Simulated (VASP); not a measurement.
Input:

```
Ca
1.0
    0.00000     2.78630     2.78630
    2.78630     0.00000     2.78630
    2.78630     2.78630     0.00000
Ca
1
Direct
  0.00000   0.00000   0.00000
```

These are r2SCAN meta-GGA, VASP's PBE PAW potentials (set 64) (plane waves; VASP 6.6.1) values and carry that method's errors. Numerical set-up: PREC = Normal, EDIFF = 1E-5, 400 eV cut-off, 13×13×13 Γ-centred mesh, first-order Methfessel-Paxton smearing of 0.10 eV, potentials Ca_sv.

Task: Estimate the energy per atom (σ→0), band gap (on the k-mesh) with the smallest direct gap where there is one.

Result: 
```
Property                                                    Result
------------------------  ----------------------------------------
band gap (on the k-mesh)  none (metal, semimetal or under 0.01 eV)
energy per atom (σ→0)                       -678.3 kJ/mol of atoms
```

The absolute energy has meaning only against runs of the same code, potentials and settings.

The compound is Ca in the fcc structure. It was relaxed first.
